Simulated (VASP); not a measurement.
Here is the system:

```yaml
crystal:
  lattice:
    - [1.57532, -2.72853, 0.00000]
    - [1.57532, 2.72853, 0.00000]
    - [0.00000, 0.00000, 3.50450]
  atoms:
    - { symbol: Zr, position: [0.00000, 0.00000, 0.00000] }
    - { symbol: B, position: [0.33333, 0.66667, 0.50000] }
    - { symbol: B, position: [0.66667, 0.33333, 0.50000] }
```

Calculation: PBE GGA with D4 dispersion, VASP's PBE PAW potentials (set 64) (plane waves; VASP 6.6.1). Settings: 520 eV cut-off, 10×10×8 Γ-centred mesh, first-order Methfessel-Paxton smearing of 0.10 eV, potentials Zr_sv B.

Predict the energy per atom (σ→0), band gap (on the k-mesh) with the smallest direct gap where there is one.

band gap (on the k-mesh): none (metal, semimetal or under 0.01 eV)
energy per atom (σ→0): -8.642 eV/atom

The compound is ZrB2 in the AlB2 type structure. It was relaxed first. The start is the result of an earlier pass.
